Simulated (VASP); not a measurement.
```xyz
3
Lattice="0.0000 3.4069 3.4069 3.4069 0.0000 3.4069 3.4069 3.4069 0.0000" Properties=species:S:1:pos:R:3 pbc="T T T"
Sr     0.0000     0.0000     0.0000
Cl     1.7034     1.7034     1.7034
Cl     5.1103     5.1103     5.1103
```

These are LDA (Ceperley-Alder, Perdew-Zunger), VASP's LDA PAW potentials (set 64) (plane waves; VASP) values and carry that method's errors. Numerical set-up: 400 eV cut-off, 7×7×7 Γ-centred mesh, Gaussian smearing of 0.010 eV, potentials Sr_sv Cl.

Question: What does the run give for the energy per atom (σ→0)?

Answer: 
```yaml
energy per atom (σ→0): -4.692 eV/atom
```

The compound is SrCl2 in the fluorite structure. It was relaxed first, which changed the volume by -7 %.
